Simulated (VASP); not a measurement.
All values below come from PBEsol GGA, VASP's PBE PAW potentials (set 64) (plane waves; VASP).

The input files of a VASP run:

**POSCAR**
```
Be
2.2602430
  0.4999999477  -0.8660252389   0.0000000000
  0.4999999477   0.8660252389   0.0000000000
  0.0000000000   0.0000000000   1.5710533424
Be
2
Direct
  0.3333330000   0.6666670000   0.2500000000
  0.6666670000   0.3333330000   0.7500000000
```

**KPOINTS**
```
Automatic mesh
0
Gamma
21 21 12
0 0 0
```

INCAR:
```
SYSTEM = Be
PREC = Accurate
ENCUT = 400
EDIFF = 1E-7
NELM = 100
ALGO = Normal
LREAL = .FALSE.
LASPH = .TRUE.
ISMEAR = -5
GGA = PS
LWAVE = .FALSE.
LCHARG = .TRUE.
LORBIT = 11
NEDOS = 601
ISIF = 2
```

POTCAR, in this order: Be (PBE.64 set). Program: vasp_std.

The run wrote:

File OSZICAR:
```
       N       E                     dE             d eps       ncg     rms          rms(c)
DAV:   1    -0.407144463826E+01   -0.40714E+01   -0.15480E+03  4092   0.443E+02
DAV:   2    -0.800450654413E+01   -0.39331E+01   -0.39014E+01  6318   0.529E+01
DAV:   3    -0.802564397813E+01   -0.21137E-01   -0.21228E-01  5076   0.377E+00
DAV:   4    -0.802566417326E+01   -0.20195E-04   -0.20226E-04  6090   0.116E-01
DAV:   5    -0.802566419083E+01   -0.17572E-07   -0.17903E-07  4974   0.133E-03    0.125E+00
DAV:   6    -0.800214168122E+01    0.23523E-01   -0.26912E-03  4398   0.732E-01    0.760E-01
DAV:   7    -0.799234138959E+01    0.98003E-02   -0.38379E-03  4548   0.757E-01    0.149E-02
DAV:   8    -0.799233877761E+01    0.26120E-05   -0.14258E-05  6306   0.362E-02    0.619E-03
DAV:   9    -0.799233903653E+01   -0.25892E-06   -0.45824E-07  4980   0.629E-03    0.514E-04
DAV:  10    -0.799233902256E+01    0.13972E-07   -0.77177E-10  3756   0.236E-04
   1 F= -.79923390E+01 E0= -.79923390E+01  d E =0.000000E+00
```

**OUTCAR**
```
------------------------ aborting loop because EDIFF is reached ----------------------------------------
  FORCE on cell =-STRESS in cart. coord.  units (eV):
  Direction    XX          YY          ZZ          XY          YZ          ZX
  --------------------------------------------------------------------------------------
  Total       -0.0656683     -0.0656683      0.1494618      0.0000000      0.0000000      0.0000000
  in kB       -6.6969867     -6.6969855     15.2424207      0.0000000      0.0000000      0.0000000
  external PRESSURE =       0.6161495 kB  Pullay stress =       0.0000000 kB
  volume of cell :       15.71
      direct lattice vectors                 reciprocal lattice vectors
     1.130121382 -1.957427484  0.000000000     0.442430351 -0.255437304  0.000000000
     1.130121382  1.957427484  0.000000000     0.442430351  0.255437304  0.000000000
     0.000000000  0.000000000  3.550962320     0.000000000  0.000000000  0.281613802
 POSITION                                       TOTAL-FORCE (eV/Angst)
 -----------------------------------------------------------------------------------
      1.13012      0.65248      0.88774        -0.000000     -0.000000      0.000000
      1.13012     -0.65248      2.66322         0.000000      0.000000      0.000000
 -----------------------------------------------------------------------------------
    total drift:                                0.000000     -0.000003      0.000005
  FREE ENERGIE OF THE ION-ELECTRON SYSTEM (eV)
  ---------------------------------------------------
  free  energy   TOTEN  =        -7.9923390226 eV

  energy  without entropy=       -7.9923390226  energy(sigma->0) =       -7.99233902

 total charge

# of ion       s       p       d       tot
------------------------------------------
    1        0.406   0.780   0.000   1.186
    2        0.406   0.780   0.000   1.186
--------------------------------------------------
tot          0.813   1.560   0.000   2.373
```
(Selected blocks of OUTCAR.)

For a metal the tetrahedron method with Blöchl corrections gives inexact stress and forces.

The compound is Be in the hcp structure. It was relaxed first.
